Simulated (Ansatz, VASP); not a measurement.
# Ge (Germanium) in two plane-wave programs, part 3 of 5

Aim: how closely do two programs agree when they are given the same cell, functional and k mesh? The structure shown is the end of the Ansatz relaxation below.

VASP 6.6.1 and Ansatz 0.2.0.

So far: The structure; Ansatz: relaxation, LDA; VASP: single point, LDA, pair 1.

### 3. VASP: single point, LDA, pair 1 (continued)

Level of this step: LDA; plane waves and PAW (Ge_d) (VASP).

Numbers of over 12 decimals in the logs are rounded to 6 here.

Parts of OUTCAR (step 3):

```text
ion  position               nearest neighbor table
   1  0.500  0.500  0.500-   2 2.35   2 2.35   2 2.35   2 2.35
   2  0.750  0.750  0.750-   1 2.35   1 2.35   1 2.35   1 2.35

  LATTYP: Found a trigonal (rhomboedric) cell.
 ALAT       =     3.8377225927
 COS(alpha) =     0.4999539025

 Subroutine GETGRP returns: Found 12 space group operations
 (whereof  6 operations were pure point group operations)

The static configuration has the point symmetry C_3v.
 The point group associated with its full space group is D_3d.

   k-points           NKPTS =   1728   k-points in BZ     NKDIM =   1728   number of bands    NBANDS=     20

   dimension x,y,z NGX =    28 NGY =   28 NGZ =   28
   dimension x,y,z NGXF=    56 NGYF=   56 NGZF=   56

   ENCUT  =  500.0 eV  36.75 Ry    6.06 a.u.   7.00  7.00  7.00*2*pi/ulx,y,z

   NELECT =      28.0000    total number of electrons

 k-points in reciprocal lattice and weights: Points of the shifted mesh
   0.04166667  0.04166667  0.04166667       0.001
   0.04166667  0.04166667  0.12500000       0.001
   0.04166667  0.04166667  0.20833333       0.001
   0.04166667  0.04166667  0.29166667       0.001
   0.04166667  0.04166667  0.37500000       0.001
   0.04166667  0.04166667  0.45833333       0.001
   0.04166667  0.04166667  0.54166667       0.001
   0.04166667  0.04166667  0.62500000       0.001
   0.04166667  0.04166667  0.70833333       0.001
[...]
0.95833333  0.95833333  0.87500000       0.001
   0.95833333  0.95833333  0.95833333       0.001

 average (electrostatic) potential at core
       1 -74.2824       2 -74.2824

 E-fermi :   6.1981

 k-point     1 :       0.0417    0.0417    0.0417
  band No.  band energies     occupation
    ...
     10     -18.7745      2.00000
     11      -7.7674      2.00000
     12       5.5166      2.00000
     13       5.9737      2.00000
     14       5.9737      2.00000
     15       7.3935      0.00000
     16       8.6723      0.00000
     17       8.6723      0.00000
     18       8.7209      0.00000
     19      12.6899      0.00000
    ...

 k-point     2 :       0.0417    0.0417    0.1250
  band No.  band energies     occupation
    ...
     10     -18.7637      2.00000
     11      -7.6404      2.00000
     12       4.2547      2.00000
     13       5.4059      2.00000
     14       5.8906      2.00000
     15       7.7970      0.00000
     16       8.8034      0.00000
     17       8.9520      0.00000
     18       9.6621      0.00000
     19      13.3374      0.00000
    ...

 k-point     3 :       0.0417    0.0417    0.2083
  band No.  band energies     occupation
    ...
     10     -18.7537      2.00000
     11      -7.3269      2.00000
     12       2.4816      2.00000
     13       4.9135      2.00000
     14       5.5180      2.00000
     15       7.5535      0.00000
     16       9.2749      0.00000
     17       9.6125      0.00000
     18      11.0434      0.00000
     19      14.1326      0.00000
    ...

  Total        2.4948898      2.4948898      2.4948898     -0.0008890     -0.0008890     -0.0008890
  in kB      100.0060302    100.0060302    100.0060302     -0.0356366     -0.0356366     -0.0356366
  external PRESSURE =     100.0060302 kB  Pullay stress =       0.0000000 kB

  energy-cutoff  :      500.00
  volume of cell :       39.97
      direct lattice vectors                 reciprocal lattice vectors
    -0.000125092  2.713679668  2.713679668    -0.184238926  0.184247420  0.184247420
     2.713679668 -0.000125092  2.713679668     0.184247420 -0.184238926  0.184247420
     2.713679668  2.713679668 -0.000125092     0.184247420  0.184247420 -0.184238926

 POSITION                                       TOTAL-FORCE (eV/Angst)
 -----------------------------------------------------------------------------------
      2.71352      2.71352      2.71352         0.000745      0.000745      0.000745
      4.07052      4.07052      4.07052        -0.000745     -0.000745     -0.000745
 -----------------------------------------------------------------------------------
    total drift:                               -0.000000     -0.000000     -0.000000

  FREE ENERGIE OF THE ION-ELECTRON SYSTEM (eV)
  ---------------------------------------------------
  free  energy   TOTEN  =       -10.2588000717 eV

  energy  without entropy=      -10.2588000717  energy(sigma->0) =      -10.25880007

 total charge
# of ion       s       p       d       tot
------------------------------------------
    1        1.133   1.404  10.045  12.583
    2        1.133   1.404  10.045  12.583
--------------------------------------------------
tot          2.267   2.808  20.091  25.165

[... 3 further parts left out ...]
```

The run ends at a pressure of 10.00 GPa, with forces up to 0.0013 eV/Å.

### 4. Side by side

Known differences besides the potentials themselves: the cutoff is 420 eV in Ansatz and 500 eV in VASP; VASP's log shows a relativistic correction to its local exchange, Ansatz's none; Ansatz's pressure holds a Pulay correction, VASP's none. Total energies have different zeros and are not compared.

Both answers:

```
              quantity  Ansatz   VASP  difference
        pressure (GPa)    9.77  10.00       -0.23
gap on the k mesh (eV)   0.445  0.449      -0.003
```

A gap on the mesh is an upper bound, since the band edges may lie between its points.

### 5. Ansatz: relaxation, LDA

This run makes the geometry at which the two programs are then compared. The cell compared in this pair holds 40.86 Å³, against 39.97 Å³ for the pair before.

The structure compared here is the end of the Ansatz relaxation.

Input file input.yaml:

```yaml
crystal:
  lattice:
    - [-0.0001260121, 2.7336339118, 2.7336339118]
    - [2.7336339118, -0.0001260121, 2.7336339118]
    - [2.7336339118, 2.7336339118, -0.0001260121]
  atoms:
    - { symbol: Ge, position: [0.4999828045, 0.4999828045, 0.4999828045] }
    - { symbol: Ge, position: [0.7500171955, 0.7500171955, 0.7500171955] }
kpoints:
  mp_grid: { grid: [12, 12, 12], shift: [0.5, 0.5, 0.5] }
hamiltonian:
  xc: lda
  pseudopotentials: { kind: paw, azcp: { folder: soft_1 }, xc_functional: pbe }
scf:
  occupations: { method: gaussian, width: 0.015 }
output:
  forces: true
  stress: true
  eigenvalues: true
relax:
  adjacent_minimum: "off"
  f_tol: 0.001
  max_steps: 60
  cell: { stress_tol: 0.01, fix: [volume] }
```

Started as:

```sh
$ ansatz run input.yaml --threads 4 --pin off --max-ram 10240MiB --backend cpu --events-out ev --progress --plain --runs-dir out
```

Log:

```text
[...]
Crystal: 2 atoms, lattice volume = 40.858 Å³
Basis set: ecut = 420 eV, 821 PW (Γ)
Bands: 18, of which v1, the nominal top of the filled ones, is band 14 counted from 1 (13 counted from 0)
Symmetry: 12 space group operations
[...]
k-points: 182 of 1728
[...]
--- Relaxed structure (1 steps of the walk, 1 accepted, 1 SCFs on fresh bases) ---
[...]
cell:  # Å, volume = 40.8584 Å³
    - [-0.0001260121, 2.7336339118, 2.7336339118]
    - [2.7336339118, -0.0001260121, 2.7336339118]
    - [2.7336339118, 2.7336339118, -0.0001260121]
  atoms:
    - { symbol: Ge, position: [0.499983, 0.499983, 0.499983] }
    - { symbol: Ge, position: [0.750017, 0.750017, 0.750017] }
[key lines of the parts left out:]
SCF converged after 5 iterations
Free energy (F): -8431.379946 eV
Fermi energy:    9.829553 eV
P = ⅓ Tr σ = 7.3413 GPa (73.413 kbar)
```

[end of part 3 of 5]

[Lines on the potential files, build, host, timing and source positions are cut from VASP's logs without a mark.]

[Logs are printed without paths, hosts, clocks, repeated set-up lines and the standing remarks that a program may print on its own settings, such as how far it seeks lower states.]

[Hosts, paths, dates, database ids (printed as entryN), source tags and the programs' standing remarks are cut or masked in the printed files.]
